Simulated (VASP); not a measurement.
# Quasiparticle energies of BAs in VASP, part 6 of 8

Aim: the quasiparticle gap of BAs, and what it costs to get it. The cell is of the zinc-blende type, one of the forms listed for this formula. The start is a cell from a database of measured crystal structures.

VASP 6.6.1, plane waves and PAW; the level of theory is named at each step.

So far, quasiparticle gap on the mesh (eV): step 3 (evGW0, evGW0 on PBE) 2.00; step 4 (evGW, evGW on PBE) 2.10. Also gap on the k-mesh (eV): step 2 (empty bands, functional PBE) 1.26.

**5. QPGW0**

This step: QPGW0 on PBE; plane waves and PAW (As_GW, B_GW) (VASP 6.6.1).

Here the orbitals are updated too, by diagonalising a Hermitian self-energy in the bands up to NBANDSGW.

INCAR

```
SYSTEM = BAs
PREC = Accurate
ENCUT = 340
ISMEAR = 0
SIGMA = 0.01
LREAL = .FALSE.
GGA = PE
NBANDS = 176
ALGO = QPGW0
NELMGW = 4
ENCUTGW = 200
NOMEGA = 64
PRECFOCK = Fast
NBANDSGW = 24
LWAVE = .FALSE.
LCHARG = .FALSE.
```

POSCAR

```
BAs
1.0
    0.0000000000      2.3885000000      2.3885000000
    2.3885000000      0.0000000000      2.3885000000
    2.3885000000      2.3885000000      0.0000000000
As B
1 1
Direct
    0.7500000000      0.7500000000      0.7500000000
    0.0000000000      0.0000000000      0.0000000000
```

KPOINTS

```
Automatic mesh
0
Gamma
6 6 6
0 0 0
```

The projector-augmented-wave data sets are As_GW and B_GW (PBE family, release 64).

Command:

```bash
> mpirun -np 8 vasp_std
```

The program printed:

```text
[banner, memory and clock lines left out]
running    8 mpi-ranks, on    1 nodes
 distrk:  each k-point on    8 cores,    1 groups
 distr:  one band on    1 cores,    8 groups

 POSCAR found type information on POSCAR AsB
 POSCAR found :  2 types and       2 ions
 [... a notice as in an earlier step ...]

 [... a notice as in an earlier step ...]

 LDA part: xc-table for (Slater+PW92), standard interpolation
 found WAVECAR, reading the header
 POSCAR, INCAR and KPOINTS ok, starting setup
 FFT: planning ... GRIDC
 FFT: planning ... GRID_SOFT
 FFT: planning ... GRID
 reading WAVECAR
 the WAVECAR file was read successfully
 initial charge from wavefunction
 available memory per node:     30.75 GB, setting MAXMEM to     31486

 The Fermi energy was updated, please check that it is located mid-gap
 values below the HOMO (VB) or above the LUMO (CB) will cause erroneous energies
 E-fermi :   6.8067

 calculate exact exchange contribution
 the WAVEDER file was read successfully
energies w=
    0.000    0.000    0.525    0.000    1.048    0.000    1.569    0.000
    2.086    0.000    2.600    0.000    3.107    0.000    3.609    0.000
    4.105    0.000    4.594    0.000    5.076    0.000    5.551    0.000
    6.020    0.000    6.483    0.000    6.940    0.000    7.391    0.000
    7.838    0.000    8.281    0.000    8.720    0.000    9.157    0.000
    9.593    0.000   10.028    0.000   10.463    0.000   10.900    0.000
   11.339    0.000   11.781    0.000   12.229    0.000   12.682    0.000
   13.144    0.000   13.614    0.000   14.095    0.000   14.589    0.000
   15.097    0.000   15.622    0.000   16.167    0.000   16.733    0.000
   17.324    0.000   17.944    0.000   18.597    0.000   19.287    0.000
   20.020    0.000   20.801    0.000   21.640    0.000   22.543    0.000
   23.521    0.000   24.588    0.000   25.757    0.000   27.049    0.000
   28.485    0.000   30.095    0.000   31.915    0.000   33.992    0.000
   36.388    0.000   39.186    0.000   42.498    0.000   46.482    0.000
   51.365    0.000   57.490    0.000   65.394    0.000   75.973    0.000
   90.841    0.000  113.230    0.000  150.687    0.000  225.925    0.000
 responsefunction array rank=     192
 LDA part: xc-table for (Slater+PW92), standard interpolation

 min. memory requirement per mpi rank    273.3 MB, per node   2186.8 MB

 allocating   8 responsefunctions rank=   192
 shmem allocating  64 responsefunctions rank=   192
 response function shared by NCSHMEM nodes    1
 Doing            8  frequencies on each core in blocks of           64
NQ=   1    0.0000    0.0000    0.0000,
|.........|.........|.........|.........|.........|.........|.........|.........
 performed        432000 updates of chi_q(r,r)
 total number of BLAS operations         98.79 Gflops
NQ=   2    0.1667    0.0000    0.0000,
|.........|.........|.........|.........|.........|.........|.........|.........
 performed       1438000 updates of chi_q(r,r)
 total number of BLAS operations        337.09 Gflops
NQ=   3    0.3333    0.0000    0.0000,
|.........|.........|.........|.........|.........|.........|.........|.........
 performed       2444000 updates of chi_q(r,r)
 total number of BLAS operations        572.62 Gflops
NQ=   4    0.5000    0.0000    0.0000,
|.........|.........|.........|.........|.........|.........|.........|.........
 performed       3248000 updates of chi_q(r,r)
 total number of BLAS operations        754.18 Gflops
NQ=   5    0.1667    0.1667    0.0000,
|.........|.........|.........|.........|.........|.........|.........|.........
 performed       4254000 updates of chi_q(r,r)
 total number of BLAS operations        984.23 Gflops
NQ=   6    0.3333    0.1667    0.0000,
|.........|.........|.........|.........|.........|.........|.........|.........
 performed       5987000 updates of chi_q(r,r)
 total number of BLAS operations       1423.59 Gflops
NQ=   7    0.5000    0.1667    0.0000,
|.........|.........|.........|.........|.........|.........|.........|.........
 performed       7720000 updates of chi_q(r,r)
 total number of BLAS operations       1862.95 Gflops
NQ=   8   -0.3333    0.1667    0.0000,
|.........|.........|.........|.........|.........|.........|.........|.........
 performed       9453000 updates of chi_q(r,r)
 total number of BLAS operations       2277.98 Gflops
NQ=   9   -0.1667    0.1667    0.0000,
|.........|.........|.........|.........|.........|.........|.........|.........
 performed      10916000 updates of chi_q(r,r)
 total number of BLAS operations       2624.24 Gflops
NQ=  10    0.3333    0.3333    0.0000,
|.........|.........|.........|.........|.........|.........|.........|.........
 performed      11922000 updates of chi_q(r,r)
 total number of BLAS operations       2868.11 Gflops
NQ=  11    0.5000    0.3333    0.0000,
|.........|.........|.........|.........|.........|.........|.........|.........
 performed      13655000 updates of chi_q(r,r)
 total number of BLAS operations       3307.47 Gflops
NQ=  12   -0.3333    0.3333    0.0000,
|.........|.........|.........|.........|.........|.........|.........|.........
 performed      15118000 updates of chi_q(r,r)
 total number of BLAS operations       3670.02 Gflops
NQ=  13    0.5000    0.5000    0.0000,
|.........|.........|.........|.........|.........|.........|.........|.........
 performed      15803000 updates of chi_q(r,r)
 total number of BLAS operations       3868.09 Gflops
NQ=  14    0.5000    0.3333    0.1667,
|.........|.........|.........|.........|.........|.........|.........|.........
 performed      17789000 updates of chi_q(r,r)
 total number of BLAS operations       4371.69 Gflops
NQ=  15   -0.3333    0.3333    0.1667,
|.........|.........|.........|.........|.........|.........|.........|.........
 performed      19640000 updates of chi_q(r,r)
 total number of BLAS operations       4851.64 Gflops
NQ=  16   -0.3333    0.5000    0.1667,
|.........|.........|.........|.........|.........|.........|.........|.........
 performed      21111000 updates of chi_q(r,r)
 total number of BLAS operations       5199.90 Gflops
 resolving degeneracies of screened two electron integrals

 calculate QP shifts <psi_nk| G(iteration)W_0 |psi_nk>: iteration 1

 QP shifts <psi_nk| G(iteration)W_0 |psi_nk>: iteration 1
 NQ=           1  operations          48
 NQ=           2  operations           6
 NQ=           3  operations           6
 NQ=           4  operations          12
 NQ=           5  operations           8
 NQ=           6  operations           2
 NQ=           7  operations           2
 NQ=           8  operations           2
 NQ=           9  operations           4
 NQ=          10  operations           8
[...]
NQ=   4    0.5000    0.0000    0.0000,
|.........|.........|.........|.........|.........|.........|.........|.........
 performed       3248000 updates of chi_q(r,r)
 total number of BLAS operations        754.18 Gflops
NQ=   5    0.1667    0.1667    0.0000,
|.........|.........|.........|.........|.........|.........|.........|.........
 performed       4254000 updates of chi_q(r,r)
 total number of BLAS operations        984.23 Gflops
NQ=   6    0.3333    0.1667    0.0000,
|.........|.........|.........|.........|.........|.........|.........|.........
 performed       5987000 updates of chi_q(r,r)
 total number of BLAS operations       1423.59 Gflops
NQ=   7    0.5000    0.1667    0.0000,
|.........|.........|.........|.........|.........|.........|.........|.........
 performed       7720000 updates of chi_q(r,r)
 total number of BLAS operations       1862.95 Gflops
NQ=   8   -0.3333    0.1667    0.0000,
|.........|.........|.........|.........|.........|.........|.........|.........
 performed       9453000 updates of chi_q(r,r)
 total number of BLAS operations       2277.98 Gflops
NQ=   9   -0.1667    0.1667    0.0000,
|.........|.........|.........|.........|.........|.........|.........|.........
 performed      10916000 updates of chi_q(r,r)
 total number of BLAS operations       2624.24 Gflops
NQ=  10    0.3333    0.3333    0.0000,
|.........|.........|.........|.........|.........|.........|.........|.........
 performed      11922000 updates of chi_q(r,r)
 total number of BLAS operations       2868.11 Gflops
NQ=  11    0.5000    0.3333    0.0000,
|.........|.........|.........|.........|.........|.........|.........|.........
 performed      13655000 updates of chi_q(r,r)
 total number of BLAS operations       3307.47 Gflops
NQ=  12   -0.3333    0.3333    0.0000,
|.........|.........|.........|.........|.........|.........|.........|.........
 performed      15118000 updates of chi_q(r,r)
 total number of BLAS operations       3670.02 Gflops
NQ=  13    0.5000    0.5000    0.0000,
|.........|.........|.........|.........|.........|.........|.........|.........
 performed      15803000 updates of chi_q(r,r)
 total number of BLAS operations       3868.09 Gflops
NQ=  14    0.5000    0.3333    0.1667,
|.........|.........|.........|.........|.........|.........|.........|.........
 performed      17789000 updates of chi_q(r,r)
 total number of BLAS operations       4371.69 Gflops
NQ=  15   -0.3333    0.3333    0.1667,
|.........|.........|.........|.........|.........|.........|.........|.........
 performed      19640000 updates of chi_q(r,r)
 total number of BLAS operations       4851.64 Gflops
NQ=  16   -0.3333    0.5000    0.1667,
|.........|.........|.........|.........|.........|.........|.........|.........
 performed      21111000 updates of chi_q(r,r)
 total number of BLAS operations       5199.90 Gflops
 resolving degeneracies of screened two electron integrals

 QP shifts <psi_nk| G(iteration)W_0 |psi_nk>: iteration 3
 NQ=           1  operations          48
 NQ=           2  operations           6
 NQ=           3  operations           6
 NQ=           4  operations          12
 NQ=           5  operations           8
 NQ=           6  operations           2
 NQ=           7  operations           2
 NQ=           8  operations           2
 NQ=           9  operations           4
 NQ=          10  operations           8
 NQ=          11  operations           2
 NQ=          12  operations           4
 NQ=          13  operations          16
 NQ=          14  operations           2
 NQ=          15  operations           2
 NQ=          16  operations           4
 allocating   8 responsefunctions rank=   192
 shmem allocating  64 responsefunctions rank=   192
 response function shared by NCSHMEM nodes    1
 Doing            8  frequencies on each core in blocks of           64
NQ=   1    0.0000    0.0000    0.0000,
|.........|.........|.........|.........|.........|.........|.........|.........
 performed        432000 updates of chi_q(r,r)
 total number of BLAS operations         98.79 Gflops
NQ=   2    0.1667    0.0000    0.0000,
|.........|.........|.........|.........|.........|.........|.........|.........
 performed       1438000 updates of chi_q(r,r)
 total number of BLAS operations        337.09 Gflops
NQ=   3    0.3333    0.0000    0.0000,
|.........|.........|.........|.........|.........|.........|.........|.........
 performed       2444000 updates of chi_q(r,r)
 total number of BLAS operations        572.62 Gflops
NQ=   4    0.5000    0.0000    0.0000,
|.........|.........|.........|.........|.........|.........|.........|.........
 performed       3248000 updates of chi_q(r,r)
 total number of BLAS operations        754.18 Gflops
NQ=   5    0.1667    0.1667    0.0000,
|.........|.........|.........|.........|.........|.........|.........|.........
 performed       4254000 updates of chi_q(r,r)
 total number of BLAS operations        984.23 Gflops
NQ=   6    0.3333    0.1667    0.0000,
|.........|.........|.........|.........|.........|.........|.........|.........
 performed       5987000 updates of chi_q(r,r)
 total number of BLAS operations       1423.59 Gflops
NQ=   7    0.5000    0.1667    0.0000,
|.........|.........|.........|.........|.........|.........|.........|.........
 performed       7720000 updates of chi_q(r,r)
 total number of BLAS operations       1862.95 Gflops
NQ=   8   -0.3333    0.1667    0.0000,
|.........|.........|.........|.........|.........|.........|.........|.........
 performed       9453000 updates of chi_q(r,r)
 total number of BLAS operations       2277.98 Gflops
NQ=   9   -0.1667    0.1667    0.0000,
|.........|.........|.........|.........|.........|.........|.........|.........
 performed      10916000 updates of chi_q(r,r)
 total number of BLAS operations       2624.24 Gflops
NQ=  10    0.3333    0.3333    0.0000,
|.........|.........|.........|.........|.........|.........|.........|.........
 performed      11922000 updates of chi_q(r,r)
 total number of BLAS operations       2868.11 Gflops
NQ=  11    0.5000    0.3333    0.0000,
|.........|.........|.........|.........|.........|.........|.........|.........
 performed      13655000 updates of chi_q(r,r)
 total number of BLAS operations       3307.47 Gflops
NQ=  12   -0.3333    0.3333    0.0000,
|.........|.........|.........|.........|.........|.........|.........|.........
 performed      15118000 updates of chi_q(r,r)
 total number of BLAS operations       3670.02 Gflops
NQ=  13    0.5000    0.5000    0.0000,
|.........|.........|.........|.........|.........|.........|.........|.........
 performed      15803000 updates of chi_q(r,r)
 total number of BLAS operations       3868.09 Gflops
NQ=  14    0.5000    0.3333    0.1667,
|.........|.........|.........|.........|.........|.........|.........|.........
 performed      17789000 updates of chi_q(r,r)
 total number of BLAS operations       4371.69 Gflops
NQ=  15   -0.3333    0.3333    0.1667,
|.........|.........|.........|.........|.........|.........|.........|.........
 performed      19640000 updates of chi_q(r,r)
 total number of BLAS operations       4851.64 Gflops
NQ=  16   -0.3333    0.5000    0.1667,
|.........|.........|.........|.........|.........|.........|.........|.........
 performed      21111000 updates of chi_q(r,r)
 total number of BLAS operations       5199.90 Gflops
 resolving degeneracies of screened two electron integrals

 QP shifts <psi_nk| G(iteration)W_0 |psi_nk>: iteration 4
 NQ=           1  operations          48
 NQ=           2  operations           6
 NQ=           3  operations           6
 NQ=           4  operations          12
 NQ=           5  operations           8
 NQ=           6  operations           2
 NQ=           7  operations           2
 NQ=           8  operations           2
 NQ=           9  operations           4
 NQ=          10  operations           8
 NQ=          11  operations           2
 NQ=          12  operations           4
 NQ=          13  operations          16
 NQ=          14  operations           2
 NQ=          15  operations           2
 NQ=          16  operations           4
 entering main loop
```

Wall time 11 min (8 MPI ranks of AMD EPYC 9R45, shared host); peak memory 2.8 GiB.

OUTCAR, selected parts (step 5):

```text
   NELECT =       8.0000    total number of electrons

 E-fermi :   6.8067

 QP shifts <psi_nk| G(iteration)W_0 |psi_nk>: iteration 1
 k-point   1 :       0.0000    0.0000    0.0000
  band No. DFT-energies  QP-energies  QP-e(diag)   sigma(DFT)    Z            occupation
      1      -9.2365     -10.0269     -10.0167     -10.3600       0.6945       2.0000
      2       6.1743       5.5399       5.5617       5.3968       0.7879       2.0000
      3       6.1743       5.5399       5.5617       5.3968       0.7879       2.0000
      4       6.1743       5.5399       5.5617       5.3968       0.7879       2.0000
      5       9.4405       9.6706       9.6752       9.7394       0.7853       0.0000
      6       9.4405       9.6706       9.6752       9.7394       0.7853       0.0000
      7       9.4405       9.6706       9.6752       9.7394       0.7853       0.0000
      8      10.8291      11.2761      11.2872      11.4326       0.7590       0.0000
    ...

     24      43.4838      43.4838      43.4838      43.4838       1.0000       0.0000

 k-point   2 :       0.1667    0.0000    0.0000
  band No. DFT-energies  QP-energies  QP-e(diag)   sigma(DFT)    Z            occupation
      1      -8.7832      -9.5736      -9.5613      -9.8937       0.7007       2.0000
      2       3.2123       2.5058       2.5233       2.3175       0.7701       2.0000
      3       5.4914       4.8522       4.8737       4.7053       0.7858       2.0000
      4       5.4914       4.8522       4.8737       4.7053       0.7858       2.0000
      5       9.4592       9.7011       9.7145       9.7865       0.7800       0.0000
      6      10.3277      10.5691      10.5719      10.6415       0.7781       0.0000
      7      10.3277      10.5691      10.5719      10.6415       0.7781       0.0000
      8      12.8060      13.1139      13.1315      13.2409       0.7484       0.0000
    ...

     24      48.2450      48.2450      48.2450      48.2450       1.0000       0.0000

 QP shifts <psi_nk| G(iteration)W_0 |psi_nk>: iteration 2
 k-point   1 :       0.0000    0.0000    0.0000
  band No. DFT-energies  QP-energies  QP-e(diag)   sigma(DFT)    Z            occupation
      1     -10.0269     -10.2541     -10.2504     -10.3483       0.6954       2.0000
      2       5.5399       5.4275       5.4445       5.4193       0.7911       2.0000
      3       5.5399       5.4275       5.4445       5.4193       0.7911       2.0000
      4       5.5399       5.4275       5.4445       5.4193       0.7911       2.0000
      5       9.6706       9.6511       9.6784       9.6805       0.7870       0.0000
      6       9.6706       9.6511       9.6784       9.6805       0.7870       0.0000
      7       9.6706       9.6511       9.6784       9.6805       0.7870       0.0000
      8      11.2761      11.3383      11.3421      11.3631       0.7584       0.0000
    ...

 QP shifts <psi_nk| G(iteration)W_0 |psi_nk>: iteration 3
 k-point   1 :       0.0000    0.0000    0.0000
  band No. DFT-energies  QP-energies  QP-e(diag)   sigma(DFT)    Z            occupation
      1     -10.2541     -10.3225     -10.3199     -10.3488       0.6956       2.0000
      2       5.4275       5.3862       5.4036       5.3973       0.7919       2.0000
      3       5.4275       5.3862       5.4036       5.3973       0.7919       2.0000
      4       5.4275       5.3862       5.4036       5.3973       0.7919       2.0000
      5       9.6511       9.6345       9.6670       9.6713       0.7873       0.0000
      6       9.6511       9.6345       9.6670       9.6713       0.7873       0.0000
      7       9.6511       9.6345       9.6670       9.6713       0.7873       0.0000
      8      11.3383      11.3318      11.3350      11.3339       0.7585       0.0000
    ...

 QP shifts <psi_nk| G(iteration)W_0 |psi_nk>: iteration 4
 k-point   1 :       0.0000    0.0000    0.0000
  band No. DFT-energies  QP-energies  QP-e(diag)   sigma(DFT)    Z            occupation
      1     -10.3225     -10.3474     -10.3450     -10.3549       0.6948       2.0000
      2       5.3862       5.3634       5.3826       5.3816       0.7922       2.0000
      3       5.3862       5.3634       5.3826       5.3816       0.7922       2.0000
      4       5.3862       5.3634       5.3826       5.3816       0.7922       2.0000
      5       9.6345       9.6260       9.6578       9.6641       0.7874       0.0000
      6       9.6345       9.6260       9.6578       9.6641       0.7874       0.0000
      7       9.6345       9.6260       9.6578       9.6641       0.7874       0.0000
      8      11.3318      11.3173      11.3203      11.3167       0.7586       0.0000
    ...

[... 16 parts as in an earlier step ...]

[... 29 further parts left out ...]
```

Numbers from this step:

```
quasiparticle gap on the mesh                 : 2.043 eV
smallest direct quasiparticle gap on the mesh : 4.263 eV
```

QP gap by iteration, by row:

```
iteration  gap (eV)  direct gap (eV)
        1     1.908            4.131
        2     1.993            4.224
        3     2.023            4.248
        4     2.043            4.263
```

GW takes the gap from 1.265 to 2.043 eV. That is +46 meV against evGW0 on PBE. The last pass still moved it by +20 meV. Spin-orbit coupling is left out. The value holds for 176 bands, ENCUTGW = 200 eV and this mesh, and isn't shown to be converged in them.

[end of part 6 of 8]

[Lines on the potential files, build, host, timing and source positions are cut from VASP's logs without a mark.]

[Logs are printed without paths, hosts, clocks, repeated set-up lines and the standing remarks that a program may print on its own settings, such as how far it seeks lower states.]

[Hosts, paths, dates, database ids (printed as entryN), source tags and the programs' standing remarks are cut or masked in the printed files.]

[Pressures printed for these runs are not shown converged in the cutoff: they can be off by several GPa and have the wrong sign.]
